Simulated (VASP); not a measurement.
Crystal: TiRuN2.

```xyz
4
Lattice="3.2000 0.0000 0.0000 0.0000 3.2000 0.0000 0.0000 0.0000 4.5000" Properties=species:S:1:pos:R:3 pbc="T T T"
Ti    0.0000    0.0000    0.0000
Ru    1.6000    1.6000    2.2500
N     1.6000    0.0000    3.3750
N     0.0000    1.6000    1.1250
```

The cell was built by a generator and needn't be a form met in nature.

```yaml
Program: VASP 6.6.1
Task: relaxation of cell and atoms
Functional: PBE
Potentials_or_basis: VASP PAW PBE potentials, release 64 (Ti_sv, Ru_pv, N)
Cutoff: 520 eV
k_mesh: 5 × 5 × 4
Occupations: gaussian, width 0.15 eV
Spin: no spin polarisation
```

At the start: pressure 9.2 GPa; volume 11.52 Å³/atom.

Question: How do energy, volume and symmetry change on relaxing?

Answer: Over 10 steps the energy falls by 17.2 meV/atom and the volume is 11.98 Å³/atom (+4.0 %); space group P-4m2 (No. 115, to 0.05 Å).

Step by step:
| step | energy change (eV) | largest force (eV/Å) | pressure (GPa) | volume (Å³) |
| --- | --- | --- | --- | --- |
| 1 | 0.0000 | 0.4590 | 9.17 | 46.08 |
| 2 | 0.0348 | 0.1083 | -11.25 | 50.62 |
| 3 | -0.0599 | 0.2660 | -0.70 | 48.04 |
| 4 | -0.0600 | 0.2708 | -0.89 | 47.98 |
| 5 | -0.0452 | 0.3513 | 4.21 | 47.03 |
| 6 | -0.0598 | 0.2829 | 0.27 | 47.90 |
| 7 | -0.0600 | 0.2798 | 0.25 | 47.94 |
| 8 | -0.0648 | 0.1468 | -0.04 | 47.88 |
| 9 | -0.0669 | 0.0030 | 0.20 | 47.82 |
| 10 | -0.0686 | 0.0170 | -0.34 | 47.91 |

Final structure:
```yaml
crystal:
  lattice:
    - [3.23748, 0.00000, 0.00000]
    - [0.00000, 3.23748, 0.00000]
    - [0.00000, 0.00000, 4.57125]
  atoms:
    - { symbol: Ti, position: [0.00000, 0.00000, 0.00000] }
    - { symbol: Ru, position: [0.50000, 0.50000, 0.50000] }
    - { symbol: N, position: [0.50000, 0.00000, 0.75798] }
    - { symbol: N, position: [0.00000, 0.50000, 0.24202] }
```

Caveat: the k mesh is coarse (spacing up to 0.39 Å⁻¹), so the values aren't converged.
